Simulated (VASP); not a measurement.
These are PBE GGA, VASP's PBE PAW potentials (set 64) (plane waves; VASP) values and carry that method's errors.

The input files of a VASP run:

**KPOINTS**
```
Automatic mesh
0
Gamma
9 9 6
0 0 0
```

### POSCAR
```
NiSb
1
    1.9589365155    -3.3929777399     0.0000000000
    1.9589365155     3.3929777399     0.0000000000
    0.0000000000     0.0000000000     5.0899485244
Ni Sb
2 2
Direct
  0.0000000000   0.0000000000   0.5000000000
  0.0000000000   0.0000000000   0.0000000000
  0.3333330000   0.6666670000   0.2500000000
  0.6666670000   0.3333330000   0.7500000000
```

**INCAR**
```
# general
SYSTEM  = NiSb
PREC    = Accurate
ENCUT   = 500
LREAL   = .FALSE.
LASPH   = .TRUE.

# electronic loop
EDIFF   = 1E-6
NELM    = 100
ALGO    = Normal
LMAXMIX = 4

# smearing
ISMEAR  = 1
SIGMA   = 0.1

# functional
GGA     = PE

# ions
IBRION  = 2
NSW     = 40
ISIF    = 3
EDIFFG  = -0.02
PSTRESS = 50

# output
LWAVE   = .FALSE.
LCHARG  = .FALSE.
```

POTCAR, in this order: Ni Sb (PBE.64 set). Program: vasp_std.

Output of the run:

File OUTCAR:
```
 ion  position               nearest neighbor table
   1  0.000  0.000  0.500-   2 2.54   2 2.54   4 2.60   3 2.60   4 2.60   3 2.60   4 2.60   3 2.60
  LATTYP: Found a hexagonal cell.
 ALAT       =     3.9178731750
 C/A-ratio  =     1.2991611257
 Subroutine PRICEL returns:
 Original cell was already a primitive cell.
 Subroutine GETGRP returns: Found 24 space group operations
The static configuration has the point symmetry D_3d.
 The point group associated with its full space group is D_6h.
The dynamic configuration has the point symmetry D_3d.
 Subroutine INISYM returns: Found 24 space group operations
 Subroutine IBZKPT returns following result:
 Found     48 irreducible k-points:

 Following reciprocal coordinates:
            Coordinates               Weight
  0.000000  0.000000  0.000000      1.000000
  0.111111  0.000000  0.000000      6.000000
  0.222222  0.000000  0.000000      6.000000
  0.333333  0.000000  0.000000      6.000000
  0.444444  0.000000  0.000000      6.000000
  0.111111  0.111111  0.000000      6.000000
  0.222222  0.111111  0.000000     12.000000
  0.333333  0.111111  0.000000     12.000000
  0.444444  0.111111  0.000000      6.000000
  0.222222  0.222222  0.000000      6.000000
  0.333333  0.222222  0.000000     12.000000
  0.333333  0.333333  0.000000      2.000000
  0.000000  0.000000  0.166667      2.000000
  0.111111  0.000000  0.166667     12.000000
  0.222222  0.000000  0.166667     12.000000
  0.333333  0.000000  0.166667     12.000000
  0.444444  0.000000  0.166667     12.000000
  0.111111  0.111111  0.166667     12.000000
  0.222222  0.111111  0.166667     24.000000
  0.333333  0.111111  0.166667     24.000000
  0.444444  0.111111  0.166667     12.000000
  0.222222  0.222222  0.166667     12.000000
  0.333333  0.222222  0.166667     24.000000
  0.333333  0.333333  0.166667      4.000000
  0.000000  0.000000  0.333333      2.000000
  0.111111  0.000000  0.333333     12.000000
  0.222222  0.000000  0.333333     12.000000
  0.333333  0.000000  0.333333     12.000000
  0.444444  0.000000  0.333333     12.000000
  0.111111  0.111111  0.333333     12.000000
  0.222222  0.111111  0.333333     24.000000
  0.333333  0.111111  0.333333     24.000000
  0.444444  0.111111  0.333333     12.000000
  0.222222  0.222222  0.333333     12.000000
  0.333333  0.222222  0.333333     24.000000
  0.333333  0.333333  0.333333      4.000000
  0.000000  0.000000  0.500000      1.000000
  0.111111  0.000000  0.500000      6.000000
  0.222222  0.000000  0.500000      6.000000
  0.333333  0.000000  0.500000      6.000000
   k-points           NKPTS =     48   k-points in BZ     NKDIM =     48   number of bands    NBANDS=     19
   number of dos      NEDOS =    301   number of ions     NIONS =      4
   total plane-waves  NPLWV =  36000
   dimension x,y,z NGX =    30 NGY =   30 NGZ =   40
   dimension x,y,z NGXF=    60 NGYF=   60 NGZF=   80
   ions per type =               2   2
   PREC   = accura    normal or accurate (medium, high low for compatibility)
   ISTART =      0    job   : 0-new  1-cont  2-samecut
   ICHARG =      2    charge: 1-file 2-atom 10-const
   ISPIN  =      1    spin polarized calculation?
   LNONCOLLINEAR =      F non collinear calculations
   LSORBIT =      F    spin-orbit coupling
   INIWAV =      1    electr: 0-lowe 1-rand  2-diag
   ENCUT  =  500.0 eV  36.75 Ry    6.06 a.u.   7.14  7.14  9.28*2*pi/ulx,y,z
   NELM   =    100;   NELMIN=  2; NELMDL= -5     # of ELM steps
   EDIFF  = 0.1E-05   stopping-criterion for ELM
   LREAL  =      F    real-space projection
   NLSPLINE    = F    spline interpolate recip. space projectors
...
```

OSZICAR:
```
       N       E                     dE             d eps       ncg     rms          rms(c)
DAV:   1     0.168144072385E+03    0.16814E+03   -0.12260E+04  1824   0.158E+03
DAV:   2    -0.125153939551E+02   -0.18066E+03   -0.17590E+03  1830   0.318E+02
DAV:   3    -0.214261124036E+02   -0.89107E+01   -0.86296E+01  2118   0.865E+01
DAV:   4    -0.216755602936E+02   -0.24945E+00   -0.24830E+00  2072   0.137E+01
DAV:   5    -0.216831939097E+02   -0.76336E-02   -0.76321E-02  2236   0.250E+00    0.134E+01
DAV:   6    -0.241459958886E+02   -0.24628E+01   -0.34617E+01  2000   0.108E+02    0.169E+01
DAV:   7    -0.202767533215E+02    0.38692E+01   -0.12969E+01  1974   0.755E+01    0.400E+00
DAV:   8    -0.203349477860E+02   -0.58194E-01   -0.15230E+00  2508   0.110E+01    0.270E+00
DAV:   9    -0.202705887858E+02    0.64359E-01   -0.27398E-01  2036   0.903E+00    0.622E-01
DAV:  10    -0.202713001673E+02   -0.71138E-03   -0.85675E-03  1956   0.897E-01    0.468E-01
DAV:  11    -0.202709329052E+02    0.36726E-03   -0.63784E-04  2250   0.225E-01    0.134E-01
DAV:  12    -0.202707802458E+02    0.15266E-03   -0.50418E-04  2590   0.375E-01    0.302E-02
DAV:  13    -0.202707837133E+02   -0.34676E-05   -0.60724E-05  1970   0.637E-02    0.264E-02
DAV:  14    -0.202707828377E+02    0.87561E-06   -0.12353E-06  1148   0.136E-02
   1 F= -.18159219E+02 E0= -.18159067E+02  d E =-.181592E+02
```

### OUTCAR
```
------------------------ aborting loop because EDIFF is reached ----------------------------------------
  FORCE on cell =-STRESS in cart. coord.  units (eV):
  Direction    XX          YY          ZZ          XY          YZ          ZX
  --------------------------------------------------------------------------------------
  Total        2.1276321      2.1276323      2.1064192      0.0000000      0.0000000      0.0000000
  in kB       50.3804873     50.3804923     49.8781840      0.0000000      0.0000000      0.0000000
  external PRESSURE =       0.2130545 kB  Pullay stress =      50.0000000 kB
  volume of cell :       67.66
      direct lattice vectors                 reciprocal lattice vectors
     1.958936516 -3.392977740  0.000000000     0.255240533 -0.147363183  0.000000000
     1.958936516  3.392977740  0.000000000     0.255240533  0.147363183  0.000000000
     0.000000000  0.000000000  5.089948524     0.000000000  0.000000000  0.196465641
 POSITION                                       TOTAL-FORCE (eV/Angst)
 -----------------------------------------------------------------------------------
      0.00000      0.00000      2.54497         0.000000      0.000000      0.000000
      0.00000      0.00000      0.00000         0.000000      0.000000      0.000000
      1.95894      1.13099      1.27249         0.000000     -0.000000     -0.000000
      1.95894     -1.13099      3.81746        -0.000000      0.000000     -0.000000
 -----------------------------------------------------------------------------------
    total drift:                               -0.000000      0.000000      0.000000
  FREE ENERGIE OF THE ION-ELECTRON SYSTEM (eV)
  ---------------------------------------------------
  free  energy   TOTEN  =       -20.2707828377 eV

  energy  without entropy=      -20.2703276551  energy(sigma->0) =      -20.27063111
  enthalpy is  TOTEN    =       -18.1592191736 eV   P V=        2.1115636641

 reached required accuracy - stopping structural energy minimisation
```
(Selected blocks of OUTCAR.)

The compound is NiSb in the NiAs type structure. It was relaxed first under an external pressure of 5 GPa. The run is not spin-polarised, so no magnetic state was tried.
